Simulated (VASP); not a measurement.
# Al3Ni2O (Cmcm) in VASP: single point with PBE+U

Aim: the single point of Al3Ni2O with PBE+U.

Program: VASP 6.6.1. These are calculated values, not measurements. Logs are shortened: lines on timing, memory, paths and dates and some standing lists are left out, and cuts for length are marked.

**1. Starting point**

The structure is orthorhombic, space group Cmcm (No. 63). The conventional cell has a = 11.968 Å, b = 4.229 Å, c = 5.593 Å, α = 90.00°, β = 90.00°, γ = 90.00°. Al (site symmetry m) has 1 O at 1.83 Å as nearest neighbours. Around Al (site symmetry m2m) lie 1 O at 1.94 Å. Around Ni (site symmetry 2) lie 8 Al at 2.46 to 2.59 Å and 4 Ni at 2.72 to 2.80 Å. Around O (site symmetry m2m) lie 3 Al at 1.83 to 1.94 Å.

The cell was built by a generator and needn't be a form met in nature.

**2. Single point, PBE+U, collinear spin, zero start**

INCAR reads:

```
SYSTEM = Al3Ni2O
PREC = Accurate ; ENCUT = 520
EDIFF = 1E-7 ; ISMEAR = -1
SIGMA = 0.1 ; LREAL = .FALSE.
LASPH = .TRUE. ; NELM = 150
ALGO = Fast ; ISIF = 2
LWAVE = .FALSE. ; LCHARG = .FALSE.
ISPIN = 2 ; MAGMOM = 0 0 0 0 0 0 0 0 0 0 0 0
LORBIT = 11 ; LMAXMIX = 4
LDAU = .TRUE. ; LDAUTYPE = 1
LDAUL = -1 2 -1 ; LDAUU = 0 7.57 0
LDAUJ = 0 0.47 0 ; LDAUPRINT = 1
GGA = PE ; NBANDS = 51
```

KPOINTS reads:

```
Automatic mesh
0
Gamma
  3 3 4
  0 0.5 0
```

POSCAR reads:

```
Al3Ni2O
1.0
    3.5962841376      2.2247465085      0.0074566057
    4.9461496416     -3.9763824180     -0.0003500287
    0.0063913851      0.0083983336     -5.5930741505
Al Ni O
6 4 2
Direct
    0.3576993528      0.8150020902      0.6629633340
    0.6407318321      0.2038877751      0.1629594738
    0.9757117713      0.5094516123      0.1629631098
    0.0227196582      0.5094380765      0.6629629372
   -0.3367402538      1.2038810187      0.6629596365
    1.3351709427     -0.1849900617      0.1629627561
    0.1777089821      0.1524524987     -0.0870392629
    0.8207241572      0.8664379788      0.4129617887
    0.8207247935      0.8664379929     -0.0870386316
    0.1777093473      0.1524520133      0.4129594423
    0.5172307247      0.5094475285      1.1629604548
    0.4812036919      0.5094424769      0.6629619614
```

Potentials or basis: VASP PAW PBE potentials, release 64 (Al, Ni, O).

The run is started by

```bash
> cat potpaw_PBE.64/Al/POTCAR potpaw_PBE.64/Ni/POTCAR potpaw_PBE.64/O/POTCAR > POTCAR
> mpirun -np 1 vasp_std > vasp.out
```

OUTCAR:

```text
SYSTEM = Al3Ni2O
   PREC = Accurate
   ENCUT = 520
   EDIFF = 1E-7
   ISMEAR = -1
   LREAL = .FALSE.
   LASPH = .TRUE.
   NELM = 150
   ISIF = 2
   ISPIN = 2
   LORBIT = 11
   GGA = PE

 ion  position               nearest neighbor table
   1  0.358  0.815  0.663-  12 1.83   7 2.46  10 2.46   9 2.51   8 2.51   9 2.59   8 2.59   4 2.76
                             6 2.80   6 2.80   4 2.83   5 3.14   5 3.14
   2  0.641  0.204  0.163-  11 1.83   9 2.46   8 2.46   7 2.51  10 2.51  10 2.59   7 2.59   3 2.76
                             5 2.80   5 2.80   3 2.83   6 3.14   6 3.14
   3  0.976  0.509  0.163-  11 1.94  11 2.29   9 2.56   8 2.56  10 2.56   7 2.56   6 2.76   2 2.76
                             4 2.80   4 2.80   6 2.83   2 2.83
   4  0.023  0.509  0.663-  12 1.94  12 2.29   7 2.55  10 2.56   8 2.56   9 2.56   5 2.76   1 2.76
                             3 2.80   3 2.80   5 2.83   1 2.83
   5  0.663  0.204  0.663-  12 1.83   9 2.46   8 2.46   7 2.51  10 2.51  10 2.59   7 2.59   4 2.76
                             2 2.80   2 2.80   4 2.83   1 3.14   1 3.14
   6  0.335  0.815  0.163-  11 1.83  10 2.46   7 2.46   9 2.51   8 2.51   8 2.59   9 2.59   3 2.76
                             1 2.80   1 2.80   3 2.83   2 3.14   2 3.14
   7  0.178  0.152  0.913-   6 2.46   1 2.46   5 2.51   2 2.51   4 2.55   3 2.56   2 2.59   5 2.59
                             9 2.72   9 2.72  10 2.80  10 2.80
   8  0.821  0.866  0.413-   5 2.46   2 2.46   6 2.51   1 2.51   3 2.56   4 2.56   1 2.59   6 2.59
                            10 2.72  10 2.72   9 2.80   9 2.80
   9  0.821  0.866  0.913-   5 2.46   2 2.46   6 2.51   1 2.51   3 2.56   4 2.56   1 2.59   6 2.59
                             7 2.72   7 2.72   8 2.80   8 2.80
  10  0.178  0.152  0.413-   6 2.46   1 2.46   5 2.51   2 2.51   4 2.56   3 2.56   2 2.59   5 2.59
                             8 2.72   8 2.72   7 2.80   7 2.80
  11  0.517  0.509  0.163-   2 1.83   6 1.83   3 1.94   3 2.29
  12  0.481  0.509  0.663-   1 1.83   5 1.83   4 1.94   4 2.29

  LATTYP: Found a simple monoclinic cell.
 ALAT       =     4.2288074237
 B/A-ratio  =     1.3226149946
 C/A-ratio  =     1.5007395601
 COS(beta)  =    -0.3331656349

  Lattice vectors:

 A1 = (   3.5962841376,   2.2247465085,   0.0074566057)
 A2 = (   0.0063913851,   0.0083983336,  -5.5930741505)
 A3 = (  -4.9461496416,   3.9763824180,   0.0003500287)

Analysis of symmetry for initial positions (statically):
=====================================================================
 Subroutine PRICEL returns:
 Original cell was already a primitive cell.

 Routine SETGRP: Setting up the symmetry group for a
 simple monoclinic supercell.

 Subroutine GETGRP returns: Found  4 space group operations
 (whereof  1 operations were pure point group operations)
 out of a pool of  4 trial point group operations.

The static configuration has the point symmetry C_1 .
 The point group associated with its full space group is C_2h.

Analysis of symmetry for dynamics (positions and initial velocities):
=====================================================================
 Subroutine PRICEL returns:
 Original cell was already a primitive cell.

 Routine SETGRP: Setting up the symmetry group for a
 simple monoclinic supercell.

 Subroutine GETGRP returns: Found  4 space group operations
 (whereof  1 operations were pure point group operations)
 out of a pool of  4 trial point group operations.

The dynamic configuration has the point symmetry C_1 .
 The point group associated with its full space group is C_2h.

Analysis of structural, dynamic, and magnetic symmetry:
=====================================================================
 Subroutine PRICEL returns:
 Original cell was already a primitive cell.

 Routine SETGRP: Setting up the symmetry group for a
 simple monoclinic supercell.

 Subroutine GETGRP returns: Found  4 space group operations
 (whereof  1 operations were pure point group operations)
 out of a pool of  4 trial point group operations.

The overall configuration has the point symmetry C_1 .
 The point group associated with its full space group is C_2h.

 Subroutine INISYM returns: Found  4 space group operations
[... 150 lines left out ...]

atom =   7  type =  2  l = 2

 onsite density matrix

spin component  1
[... 116 lines left out ...]
  o =  0.8561  v = -0.2728  0.0129 -0.9521  0.0183 -0.1361  0.0000  0.0000  0.0000  0.0000  0.0000      0.0000  0.0000  0.0000  0.0000  0.0000  0.0000  0.0000  0.0000  0.0000  0.0000
  o =  0.8561  v =  0.0000  0.0000  0.0000  0.0000  0.0000 -0.2728  0.0129 -0.9521  0.0183 -0.1361      0.0000  0.0000  0.0000  0.0000  0.0000  0.0000  0.0000  0.0000  0.0000  0.0000
  o =  0.8762  v =  0.0000  0.0000  0.0000  0.0000  0.0000  0.8522  0.0041 -0.3047  0.0067  0.4252      0.0000  0.0000  0.0000  0.0000  0.0000  0.0000  0.0000  0.0000  0.0000  0.0000
  o =  0.8762  v =  0.8522  0.0041 -0.3047  0.0067  0.4252  0.0000  0.0000  0.0000  0.0000  0.0000      0.0000  0.0000  0.0000  0.0000  0.0000  0.0000  0.0000  0.0000  0.0000  0.0000
  o =  0.8962  v = -0.2741 -0.6717 -0.0010  0.4156  0.5487  0.0000  0.0000  0.0000  0.0000  0.0000      0.0000  0.0000  0.0000  0.0000  0.0000  0.0000  0.0000  0.0000  0.0000  0.0000
  o =  0.8962  v =  0.0000  0.0000  0.0000  0.0000  0.0000 -0.2741 -0.6717 -0.0010  0.4155  0.5487      0.0000  0.0000  0.0000  0.0000  0.0000  0.0000  0.0000  0.0000  0.0000  0.0000
  o =  0.9000  v =  0.0000  0.0000  0.0000  0.0000  0.0000  0.3524 -0.5224 -0.0008  0.3215 -0.7069      0.0000  0.0000  0.0000  0.0000  0.0000  0.0000  0.0000  0.0000  0.0000  0.0000
  o =  0.9000  v =  0.3524 -0.5223 -0.0008  0.3215 -0.7069  0.0000  0.0000  0.0000  0.0000  0.0000      0.0000  0.0000  0.0000  0.0000  0.0000  0.0000  0.0000  0.0000  0.0000  0.0000
  o =  0.9024  v =  0.0000  0.0000  0.0000  0.0000  0.0000  0.0001 -0.5252 -0.0236 -0.8507  0.0013      0.0000  0.0000  0.0000  0.0000  0.0000  0.0000  0.0000  0.0000  0.0000  0.0000
  o =  0.9024  v =  0.0001 -0.5252 -0.0236 -0.8506  0.0013  0.0000  0.0000  0.0000  0.0000  0.0000      0.0000  0.0000  0.0000  0.0000  0.0000  0.0000  0.0000  0.0000  0.0000  0.0000

 number of electron      70.0000029 magnetization      -0.0000009

 Free energy of the ion-electron system (eV)
  ---------------------------------------------------
  ext. energy  EPLUGINS =         0.00000000
  ---------------------------------------------------
  free energy    TOTEN  =       -50.49307679 eV

  energy without entropy =      -50.41623485  energy(sigma->0) =      -50.45465582

 E-fermi :   8.3864     XC(G=0): -11.5411

 val. band max:        8.3383606539   @ k =   0.0000   0.5000   0.0000
 cond. band min:       8.4783530955   @ k =   0.0000   0.1667   0.0000
 fundamental gap:      0.1399924416
 Fermi energy:         8.3863662771

 spin component 1

 k-point     1 :       0.0000    0.1667    0.0000
  band No.  band energies     occupation
      1     -11.5389      1.00000
      2     -11.0027      1.00000
      3      -0.8569      1.00000
      4       0.4389      1.00000
      5       1.3606      1.00000
      6       1.7068      1.00000
[... 739 lines left out ...]
     46      13.7931      0.00000
     47      15.6854      0.00000
 Fermi energy:         8.3863662771

 spin component 2

 k-point     1 :       0.0000    0.1667    0.0000
  band No.  band energies     occupation
      1     -11.5389      1.00000
      2     -11.0026      1.00000
      3      -0.8569      1.00000
      4       0.4389      1.00000
      5       1.3606      1.00000
      6       1.7068      1.00000
[... 739 lines left out ...]
     46      13.7931      0.00000
     47      15.6854      0.00000
 [bands above 47 left out]

------------------------ aborting loop because EDIFF is reached ----------------------------------------

  FORCE on cell =-STRESS in cart. coord.  units (eV):
  Direction    XX          YY          ZZ          XY          YZ          ZX
  --------------------------------------------------------------------------------------
  -------------------------------------------------------------------------------------
  Total       -4.0581360     -4.1231079     -4.1551680      0.0646538      0.0000983      0.0002154
  in kB      -45.9402805    -46.6757969    -47.0387342      0.7319157      0.0011133      0.0024388
  external PRESSURE =     -46.5516038 kB  Pullay stress =       0.0000000 kB

 VOLUME and BASIS-vectors are now :
 -----------------------------------------------------------------------------
  energy-cutoff  :      520.00
  volume of cell :      141.53
      direct lattice vectors                 reciprocal lattice vectors
     3.596284138  2.224746508  0.007456606     0.157143072  0.195467363  0.000473078
     4.946149642 -3.976382418 -0.000350029     0.087920421 -0.142122247 -0.000112936
     0.006391385  0.008398334 -5.593074150     0.000203999  0.000269489 -0.178791914

 POSITION                                       TOTAL-FORCE (eV/Angst)
 -----------------------------------------------------------------------------------
      5.32175     -2.43940     -3.70562         0.199780     -0.254360     -0.000155
      3.31375      0.61610     -0.90674        -0.199780      0.254360      0.000155
      6.02980      0.14631     -0.90437         0.032020      0.020078      0.000067
      2.60570     -1.96961     -3.70801        -0.032020     -0.020078     -0.000067
      3.39793      0.67044     -3.70311        -0.138371      0.292065      0.000282
      5.23757     -2.49375     -0.90925         0.138371     -0.292065     -0.000282
      1.39898     -0.20318     -5.10499        -0.071227      0.115535      0.000093
      7.23973     -1.61592     -2.30391         0.071227     -0.115535     -0.000092
      7.24293     -1.61172     -5.10044         0.071227     -0.115535     -0.000093
      1.39578     -0.20738     -2.30844        -0.071227      0.115535      0.000092
      4.38095     -0.87368     -0.90777         0.005883      0.003621      0.000012
      4.25456     -0.94961     -3.70459        -0.005883     -0.003621     -0.000012
 -----------------------------------------------------------------------------------
    total drift:                                0.003071     -0.001554      0.009398

  FREE ENERGIE OF THE ION-ELECTRON SYSTEM (eV)
  ---------------------------------------------------
  free  energy   TOTEN  =       -50.4930767876 eV

  energy  without entropy=      -50.4162348503  energy(sigma->0) =      -50.45465582

 total charge

# of ion       s       p       d       tot
------------------------------------------
    1        0.382   0.382   0.000   0.764
    2        0.382   0.382   0.000   0.764
    3        0.389   0.352   0.000   0.741
    4        0.389   0.352   0.000   0.741
    5        0.382   0.382   0.000   0.764
    6        0.382   0.382   0.000   0.764
    7        0.448   0.467   8.824   9.739
    8        0.448   0.467   8.824   9.739
    9        0.448   0.467   8.824   9.739
   10        0.448   0.467   8.824   9.739
   11        1.566   3.564   0.000   5.130
   12        1.566   3.564   0.000   5.130
--------------------------------------------------
tot          7.229  11.229  35.296  53.754

 magnetization (x)

# of ion       s       p       d       tot
------------------------------------------
    1        0.000   0.000   0.000   0.000
    2        0.000   0.000   0.000   0.000
    3       -0.000  -0.000   0.000  -0.000
    4       -0.000  -0.000   0.000  -0.000
    5        0.000   0.000   0.000   0.000
    6        0.000   0.000   0.000   0.000
    7        0.000   0.000  -0.000   0.000
    8        0.000   0.000  -0.000   0.000
    9        0.000   0.000  -0.000   0.000
   10        0.000   0.000  -0.000   0.000
   11       -0.000   0.000   0.000   0.000
   12       -0.000   0.000   0.000   0.000
--------------------------------------------------
tot          0.000   0.000  -0.000   0.000
```

Wall time 5.5 min (1 thread of Intel Xeon Platinum 8375C at 2.90GHz (Ice Lake), shared host); peak memory 0.37 GiB.

Results:

| Item | Value |
| --- | --- |
| Free energy | -50.4931 eV |
| Pressure | -4.7 GPa |
| Largest force | 0.323 eV/Å |
| Band gap on the k mesh | none (metal or under the smearing width) |
| Net moment | 0.00 μB per cell |
| Valence electrons inside the program's atomic spheres | Al 0.76, 0.74; Ni 9.74; O 5.13 |

Forces in eV/Å, atoms in the order of the input:
```
Al   0.200 -0.254  0.000
Al  -0.200  0.254  0.000
Al   0.032  0.020  0.000
Al  -0.032 -0.020  0.000
Al  -0.138  0.292  0.000
Al   0.138 -0.292  0.000
Ni  -0.071  0.116  0.000
Ni   0.071 -0.116  0.000
Ni   0.071 -0.116  0.000
Ni  -0.071  0.116  0.000
O    0.006  0.004  0.000
O   -0.006 -0.004  0.000
```

Eigenvalues of the final occupation matrices:
```csv
site,spin,trace,eigenvalues
site 7 d,1,4.43,0.86 0.88 0.90 0.90 0.90
site 7 d,2,4.43,0.86 0.88 0.90 0.90 0.90
site 8 d,1,4.43,0.86 0.88 0.90 0.90 0.90
site 8 d,2,4.43,0.86 0.88 0.90 0.90 0.90
site 9 d,1,4.43,0.86 0.88 0.90 0.90 0.90
site 9 d,2,4.43,0.86 0.88 0.90 0.90 0.90
site 10 d,1,4.43,0.86 0.88 0.90 0.90 0.90
site 10 d,2,4.43,0.86 0.88 0.90 0.90 0.90
```

Caveat: the k mesh is coarse (spacing up to 0.53 Å⁻¹), so the values aren't converged.
